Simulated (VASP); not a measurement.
## NCBrH2: single point with PBE

Molecule: NCBrH2, in a box.

```
CELL_PARAMETERS angstrom
13.00000 0.00000 0.00000
0.00000 11.00000 0.00000
0.00000 0.00000 11.00000
ATOMIC_POSITIONS crystal
N 0.42764 0.44996 0.51320
C 0.51272 0.49629 0.48970
Br 0.62742 0.47095 0.59322
H 0.37458 0.47247 0.44872
H 0.53386 0.55385 0.41296
```

```
Program                : VASP 6.6.1
Task                   : single point
Functional             : PBE
Potentials or basis    : VASP PAW PBE potentials, release 64 (N, C, Br, H)
Cutoff                 : 520 eV
k mesh                 : 1 × 1 × 1
Occupations            : gaussian, width 0.01 eV
Spin                   : no spin polarisation
Further INCAR settings : ALGO = Normal; EDIFF = 1e-07; NBANDS = 17
```

The largest force is 0.847 eV/Å. The gap between the frontier levels is 5.00 eV.

Forces on the atoms (eV/Å):
```
N   -0.637 -0.428  0.357
C    0.487  0.289 -0.213
Br   0.335 -0.048  0.233
H   -0.283  0.042 -0.200
H    0.098  0.145 -0.178
```

Levels at points of the mesh, in eV from the valence-band top:
```
           k point  band 6  band 7  band 8  band 9  band 10  band 11  band 12  band 13
(0.00, 0.00, 0.00)   -2.55   -0.19   -0.11    0.00     5.00     5.91     6.23     7.02
```

It took 3.1 min on 1 thread of Intel(R) Xeon(R) Platinum 8488C (Sapphire Rapids), with other jobs on the host, peak memory 1.1 GiB.

Caveat: the standard files for N, O and F lose accuracy on very short bonds. Expect the measured gap to be larger: semilocal functionals such as PBE lack the derivative discontinuity.
